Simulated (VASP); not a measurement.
H2, in a box:

```xyz
2
Lattice="11.1715 0.0000 0.0000 0.0000 11.6715 0.0000 0.0000 0.0000 12.1715" Properties=species:S:1:pos:R:3 pbc="T T T"
H     5.6191    5.6934    6.4215
H     5.5547    6.0652    5.7725
```

Base run:

```yaml
Program: VASP 6.6.1
Functional: rev-vdW-DF2
Potentials_or_basis: VASP PAW PBE potentials, release 64 (H)
Cutoff: 400 eV
k_mesh: 1 × 1 × 1
Occupations: gaussian, width 0.01 eV
Spin: no spin polarisation
```

Its results: gap between the frontier levels 10.07 eV.

Task: The run is repeated on the same cell with these changes: functional from rev-vdW-DF2 to PBE. What comes out?

Result: Gap between the frontier levels 10.17 eV.

